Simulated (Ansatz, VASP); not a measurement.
# K2HfSe3: VASP beside Ansatz

```xyz
6
Lattice="4.9539 0.0000 0.0000 0.0000 4.9539 0.0000 0.0000 0.0000 7.2270" Properties=species:S:1:pos:R:3 pbc="T T T"
K     2.4770    2.4770    0.0000
K     2.4770    2.4770    3.6135
Hf    0.0000    0.0000    0.0000
Se    2.4770    0.0000    0.0000
Se    0.0000    2.4770    0.0000
Se    0.0000    0.0000    3.6135
```

Alike in both runs: task single point; functional PBE; k mesh 4 × 4 × 4; occupations gaussian, width 0.1 eV; no spin polarisation.

|  | VASP | Ansatz |
| --- | --- | --- |
| version | VASP 6.6.1 | Ansatz 0.2.0 |
| potentials or method | VASP PAW PBE potentials, release 64 (K_sv, Hf_pv, Se) | scalar-relativistic, plane waves, PAW |
| plane-wave cutoff (eV) | 520 | 420 |
| valence electrons in the cell | 46 | 92 |

```csv
,VASP,Ansatz,Ansatz less VASP
gap on the k mesh at the Fermi level (eV),none,none,-
pressure (GPa),12.7,12.5,-0.17
largest component of the traceless stress (GPa),18.28,18.10,-0.186
```

A gap of «none» marks a metal or a gap that the smearing closes. The two sets of potentials don't hold the same shells in valence.

Spin-orbit coupling is left out, which matters for the levels of Hf.
